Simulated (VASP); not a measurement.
A VASP calculation is set up with these files.

File KPOINTS:
```
Automatic mesh
0
gamma
 14 14 14
0 0 0
```

**POSCAR**
```
BAs
1
    0.0000000000     2.2868793067     2.2868793067
    2.2868793067     0.0000000000     2.2868793067
    2.2868793067     2.2868793067     0.0000000000
B As
1 1
Direct
  0.0000000000   0.0000000000   0.0000000000
  0.5000000000   0.5000000000   0.5000000000
```

**INCAR**
```
SYSTEM = BAs
PREC = Accurate; ENCUT = 620; LREAL = .False.
LASPH = .True.
EDIFF = 1E-6; NELM = 100; ALGO = Normal
LMAXMIX = 4
ISMEAR = 1; SIGMA = 0.1
GGA = PS
IBRION = 2; NSW = 40; ISIF = 3
EDIFFG = -0.02; PSTRESS = 50
LWAVE = .False.; LCHARG = .False.
```

POTCAR, in this order: B As (PBE.64 set). Program: vasp_std.

### Question
Translate this PBEsol calculation to Quantum ESPRESSO's pw.x.

### Answer
One equivalent input (not run):
```
&CONTROL
  calculation = 'vc-relax'
  pseudo_dir = './pseudo'
  outdir = './out'
  tprnfor = .true.
  tstress = .true.
  nstep = 40
  forc_conv_thr = 0.00078
/
&SYSTEM
  ibrav = 0
  nat = 2
  ntyp = 2
  ecutwfc = 84
  occupations = 'smearing'
  smearing = 'methfessel-paxton'
  degauss = 0.00735
  input_dft = 'pbesol'
/
&ELECTRONS
  conv_thr = 7.3e-08
  electron_maxstep = 100
/
&IONS
/
&CELL
  press = 50
/
ATOMIC_SPECIES
  B 10.810 B.upf
  As 74.922 As.upf
CELL_PARAMETERS angstrom
     0.0000000    2.2868793    2.2868793
     2.2868793    0.0000000    2.2868793
     2.2868793    2.2868793    0.0000000
ATOMIC_POSITIONS crystal
  B    0.0000000  0.0000000  0.0000000
  As   0.5000000  0.5000000  0.5000000
K_POINTS automatic
  14 14 14 0 0 0
```
The two are equivalent in intent, not identical: the potentials are each code's own (VASP's PAW set, PseudoDojo norm-conserving files in pw.x), so ENCUT and ecutwfc are chosen apart and not converted; conv_thr bounds pw.x's estimated SCF error, while EDIFF bounds the energy change between steps; forc_conv_thr acts on force components and is met together with etot_conv_thr.

The structure was generated: BAs was put into the rock salt type (Fm-3m), which need not be its known phase. This run relaxes it under an external pressure of 5 GPa. Symmetry was kept, so distortions that lower it aren't found.
